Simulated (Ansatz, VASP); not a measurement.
## NiTe2 (Melonite) in two plane-wave programs

Aim: how closely do two programs agree when they are given the same cell, functional and k mesh? The cell is taken from a series of runs on this material, whose earlier steps may have relaxed, scaled, displaced or heated it; both programs get it as it stands.

Calculated with Ansatz 0.2.0; plane waves, with VASP 6.6.1 beside it; relaxation of cell and atoms at PBEsol with D3(BJ).

## Step 1: The starting structure

The structure is trigonal, space group P-3m1 (No. 164). Conventional cell: a = 3.787 Å, b = 3.787 Å, c = 5.003 Å, α = 90.00°, β = 90.00°, γ = 120.00°. Ni has 6 Te at 2.54 Å nearest. Nearest to Te lie 3 Ni at 2.54 Å. Farther neighbours and most contacts between anions are not listed.

## Step 2: VASP: relaxation of cell and atoms, PBEsol with D3(BJ)

The relaxed volume is the usual yardstick between codes: in a stiff, nearly cubic crystal its relative difference is about their pressure difference at one cell divided by the bulk modulus.

Lines of VASP's logs that name or quote its potential files are left out, and so is its time.

INCAR

```
SYSTEM = NiTe2
PREC = Accurate
ENCUT = 600
EDIFF = 1E-07
NELM = 120
ISMEAR = 0
SIGMA = 0.1
LREAL = .FALSE.
ALGO = Normal
GGA = PS
IVDW = 12
NBANDS = 17
LASPH = .TRUE.
LORBIT = 11
LWAVE = .FALSE.
LCHARG = .FALSE.
ISIF = 3
IBRION = 2
NSW = 80
EDIFFG = -0.005
GGA_COMPAT = .FALSE.
NELMIN = 4
```

POSCAR

```
NiTe2
1.0
    3.7872200000      0.0000000000      0.0000000000
   -1.8936100000      3.2798290000      0.0000000000
    0.0000000000      0.0000000000      5.0032070000
Ni Te
1 2
Direct
    0.0000000000      0.0000000000      0.0000000000
    0.3333333841      0.6666667683      0.2582159803
    0.6666666159      0.3333332317      0.7417840197
```

KPOINTS

```
Automatic mesh
0
Gamma
15 15 10
0 0 0
```

Potentials, in the order of the species: Ni and Te (PBE family, release 64).

On the command line:

```sh
> mpirun -np 1 vasp_std
```

Numbers of over 12 decimals in the logs are rounded to 6 here.

The program printed:

```text
[banner, memory and clock lines left out]
running    1 mpi-ranks, on    1 nodes
 distrk:  each k-point on    1 cores,    1 groups
 distr:  one band on    1 cores,    1 groups

 POSCAR found type information on POSCAR NiTe
 POSCAR found :  2 types and       3 ions
|                                                                             |
|               ----> ADVICE to this user running VASP <----                  |
|                                                                             |
|     You enforced a specific xc type in the INCAR file but a different       |
|     [... a line on the potential file left out ...]
|     I HOPE YOU KNOW WHAT YOU ARE DOING!                                     |
|                                                                             |

 LDA part: xc-table for (Slater+PW92), standard interpolation
 POSCAR, INCAR and KPOINTS ok, starting setup
 FFT: planning ... GRIDC
 FFT: planning ... GRID_SOFT
 FFT: planning ... GRID
 WAVECAR not read
 entering main loop
       N       E                     dE             d eps       ncg     rms          rms(c)
DAV:   1     0.119114435995E+03    0.11911E+03   -0.10101E+04  8108   0.137E+03
DAV:   2    -0.653966855390E+01   -0.12565E+03   -0.12110E+03  8685   0.256E+02
DAV:   3    -0.148532221723E+02   -0.83136E+01   -0.80847E+01 10112   0.710E+01
DAV:   4    -0.150532500699E+02   -0.20003E+00   -0.19958E+00 10230   0.103E+01
DAV:   5    -0.150580262174E+02   -0.47761E-02   -0.47758E-02 10832   0.170E+00    0.158E+01
DAV:   6    -0.191664813246E+02   -0.41085E+01   -0.42027E+01  8507   0.121E+02    0.219E+01
DAV:   7    -0.140897809133E+02    0.50767E+01   -0.94081E+00 10203   0.784E+01    0.583E+00
DAV:   8    -0.140965396469E+02   -0.67587E-02   -0.26524E+00 10669   0.279E+01    0.473E+00
DAV:   9    -0.139565922701E+02    0.13995E+00   -0.84703E-01  9222   0.159E+01    0.185E+00
DAV:  10    -0.139562365106E+02    0.35576E-03   -0.23519E-02  9018   0.126E+00    0.150E+00
DAV:  11    -0.139550712913E+02    0.11652E-02   -0.25999E-03 10329   0.738E-01    0.448E-01
DAV:  12    -0.139549629374E+02    0.10835E-03   -0.31436E-04  8968   0.120E-01    0.255E-01
DAV:  13    -0.139548579086E+02    0.10503E-03   -0.11562E-04 10434   0.190E-01    0.113E-01
DAV:  14    -0.139548243508E+02    0.33558E-04   -0.55750E-05 11877   0.114E-01    0.422E-02
DAV:  15    -0.139548199463E+02    0.44045E-05   -0.95872E-06 12320   0.352E-02    0.206E-02
DAV:  16    -0.139548187343E+02    0.12121E-05   -0.19937E-06 11011   0.243E-02    0.618E-03
DAV:  17    -0.139548183604E+02    0.37384E-06   -0.63002E-07 10686   0.936E-03    0.749E-04
DAV:  18    -0.139548183675E+02   -0.70531E-08   -0.67954E-08  4380   0.200E-03
   1 F= -.15453326E+02 E0= -.15449467E+02  d E =-.154533E+02
[...]
2 F= -.15453355E+02 E0= -.15449491E+02  d E =-.285062E-04
[...]
3 F= -.15453352E+02 E0= -.15449485E+02  d E =-.254675E-04
[...]
4 F= -.15453355E+02 E0= -.15449490E+02  d E =-.288578E-04
 curvature:  -0.26 expect dE=-0.100E-04 dE for cont linesearch -0.332E-07
 trial: gam= 0.78065 g(F)=  0.147E-05 g(S)=  0.363E-04 ort =-0.254E-05 (trialstep = 0.825E+00)
 search vector abs. value=  0.653E-04
 bond charge predicted
       N       E                     dE             d eps       ncg     rms          rms(c)
DAV:   1    -0.139545142687E+02    0.10535E-02   -0.27637E-03  9336   0.802E-01    0.147E-01
DAV:   2    -0.139555257340E+02   -0.10115E-02   -0.75691E-03  8746   0.176E+00    0.331E-01
DAV:   3    -0.139543232920E+02    0.12024E-02   -0.41075E-03  8699   0.134E+00    0.260E-02
DAV:   4    -0.139543057275E+02    0.17565E-04   -0.97844E-05  8633   0.778E-02    0.119E-02
DAV:   5    -0.139543049384E+02    0.78909E-06   -0.28314E-06 12078   0.250E-02    0.839E-03
DAV:   6    -0.139543048158E+02    0.12253E-06   -0.30018E-07  7582   0.461E-03    0.313E-03
DAV:   7    -0.139543047603E+02    0.55524E-07   -0.79799E-08  4254   0.304E-03
   5 F= -.15453372E+02 E0= -.15449508E+02  d E =-.167100E-04
 trial-energy change:   -0.000017  1 .order   -0.000016   -0.000030   -0.000003
 step:   0.8944(harm=  0.9049)  dis= 0.00092  next Energy=   -15.453372 (dE=-0.168E-04)
 reached required accuracy - stopping structural energy minimisation
```

OUTCAR, selected parts (step 2):

```text
ion  position               nearest neighbor table
   1  0.000  0.000  0.000-   2 2.54   3 2.54   3 2.54   2 2.54   3 2.54   2 2.54
   2  0.333  0.667  0.258-   1 2.54   1 2.54   1 2.54   3 3.26   3 3.26   3 3.26   3 3.38   3 3.38
                             3 3.38
   3  0.667  0.333  0.742-   1 2.54   1 2.54   1 2.54   2 3.26   2 3.26   2 3.26   2 3.38   2 3.38
                             2 3.38

  LATTYP: Found a hexagonal cell.
 ALAT       =     3.7872200000
 C/A-ratio  =     1.3210764096

 Subroutine GETGRP returns: Found 12 space group operations
 (whereof 12 operations were pure point group operations)

The static configuration has the point symmetry D_3d.

 Found    238 irreducible k-points:

   k-points           NKPTS =    238   k-points in BZ     NKDIM =    238   number of bands    NBANDS=     17

   dimension x,y,z NGX =    30 NGY =   30 NGZ =   40
   dimension x,y,z NGXF=    60 NGYF=   60 NGZF=   80

   ENCUT  =  600.0 eV  44.10 Ry    6.64 a.u.   7.56  7.56  9.99*2*pi/ulx,y,z

   NELECT =      22.0000    total number of electrons

 k-points in reciprocal lattice and weights: Automatic mesh
   0.00000000  0.00000000  0.00000000       0.000
   0.06666667  0.00000000  0.00000000       0.003
   0.13333333  0.00000000  0.00000000       0.003
   0.20000000  0.00000000  0.00000000       0.003
   0.26666667  0.00000000  0.00000000       0.003
   0.33333333  0.00000000  0.00000000       0.003
   0.40000000  0.00000000  0.00000000       0.003
   0.46666667  0.00000000  0.00000000       0.003
   0.06666667  0.06666667  0.00000000       0.003
[...]
0.33333333  0.26666667  0.50000000       0.005
   0.33333333  0.33333333  0.50000000       0.001

 Edisp (eV)   -1.49779

 average (electrostatic) potential at core
       1 -82.2054       2 -85.4817       3 -85.4817

 E-fermi :   9.3339

 k-point     1 :       0.0000    0.0000    0.0000
  band No.  band energies     occupation
    ...
      4       5.3991      2.00000
      5       5.3991      2.00000
      6       6.9860      2.00000
      7       6.9860      2.00000
      8       7.5079      2.00000
      9       9.6452      0.00001
     10       9.6452      0.00001
     11      10.1117      0.00000
     12      10.1117      0.00000
     13      12.1738      0.00000
    ...

 k-point     2 :       0.0667    0.0000    0.0000
  band No.  band energies     occupation
    ...
      6       6.9501      2.00000
      7       6.9634      2.00000
      8       7.4810      2.00000
      9       9.0062      2.00000
     10       9.2386      1.82222
     11      10.1185      0.00000
     12      10.4900      0.00000
     13      12.1303      0.00000
     14      12.9509      0.00000
     15      15.1817      0.00000
    ...

 k-point     3 :       0.1333    0.0000    0.0000
  band No.  band energies     occupation
    ...
      6       6.7924      2.00000
      7       6.8972      2.00000
      8       7.3710      2.00000
      9       8.1496      2.00000
     10       8.6878      2.00000
     11       9.7351      0.00000
     12      10.9482      0.00000
     13      11.8663      0.00000
     14      13.6686      0.00000
     15      14.9452      0.00000
    ...

 Edisp (eV)   -1.49907

  Total      -0.00218    -0.00218    -0.00809     0.00000    -0.00000     0.00000
  in kB      -0.05627    -0.05627    -0.20869     0.00000    -0.00000     0.00000
  external pressure =       -0.11 kB  Pullay stress =        0.00 kB

  energy-cutoff  :      600.00
  volume of cell :       62.13
      direct lattice vectors                 reciprocal lattice vectors
     3.787093510  0.000000000  0.000000000     0.264054742  0.152452064 -0.000000000
    -1.893546755  3.279719456  0.000000000     0.000000000  0.304904128 -0.000000000
     0.000000000  0.000000000  5.001863952     0.000000000 -0.000000000  0.199925470

 POSITION                                       TOTAL-FORCE (eV/Angst)
 -----------------------------------------------------------------------------------
     -1.89355      3.27972      5.00186        -0.000000      0.000000      0.000000
     -0.00000      2.18648      1.29371         0.000000      0.000000     -0.000743
      1.89355      1.09324      3.70815        -0.000000     -0.000000      0.000743
 -----------------------------------------------------------------------------------
    total drift:                               -0.000000      0.000000     -0.000000

  FREE ENERGIE OF THE ION-ELECTRON SYSTEM (eV)
  ---------------------------------------------------
  free  energy   TOTEN  =       -15.4533719666 eV

  energy  without entropy=      -15.4456436150  energy(sigma->0) =      -15.44950779

 reached required accuracy - stopping structural energy minimisation

 total charge
# of ion       s       p       d       tot
------------------------------------------
    1        0.465   0.545   8.438   9.449
    2        1.403   1.879   0.079   3.361
    3        1.403   1.879   0.079   3.361
--------------------------------------------------
tot          3.270   4.303   8.597  16.170

[... 3 further parts left out ...]
```

CONTCAR:

```
NiTe2
   1.00000000000000
     3.7870935096991967    0.0000000000000000    0.0000000000000000
    -1.8935467548495983    3.2797194561589853    0.0000000000000000
     0.0000000000000000    0.0000000000000000    5.0018639517165848
  Ni              Te
     1     2
Direct
     0.0000000000000000    1.0000000000000000    1.0000000000000000
     0.3333333841000012    0.6666667682999972    0.2586459303587970
     0.6666666158999988    0.3333332317000028    0.7413540696412030
```

This run has no spin polarisation, so a moment on Ni, if there is one, isn't seen. The run keeps the 12 symmetry operations of its start, so it cannot find a distortion of lower symmetry.

(Continued in part 2 of 2.)

[Lines on the potential files, build, host, timing and source positions are cut from VASP's logs without a mark.]

[Logs are printed without paths, hosts, clocks, repeated set-up lines and the standing remarks that a program may print on its own settings, such as how far it seeks lower states.]

[Hosts, paths, dates, database ids (printed as entryN), source tags and the programs' standing remarks are cut or masked in the printed files.]
